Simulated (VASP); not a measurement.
## SiGe (space group P6_3mc): computed properties

The numbers are results of r2SCAN meta-GGA, VASP's PBE PAW potentials (set 64) (plane waves; VASP), not measurements.

For SiGe, the space group is P6_3mc (186), the cell is a = b = 3.903 Å, c = 6.444 Å, α = β = 90.00°, γ = 120.00° and the volume per atom is 21.26 Å³/atom. The band gap (over mesh and band path) is 0.66 eV and the smallest direct gap (over mesh and band path) comes out as 0.77 eV. The band-edge character is indirect, Γ to M and the density comes out as 3.93 g/cm³.

```xyz
4
Lattice="3.9031 0.0000 0.0000 -1.9516 3.3802 0.0000 0.0000 0.0000 6.4444" Properties=species:S:1:pos:R:3 pbc="T T T"
Si     1.9516     1.1267     5.6363
Si     0.0000     2.2535     2.4141
Ge     1.9516     1.1267     3.2247
Ge     0.0000     2.2535     0.0025
```

The structure comes from a computed database's SiGe entry (P6_3mc); how it stands against other phases isn't given here. It was relaxed first. Symmetry was kept, so distortions that lower it aren't found.
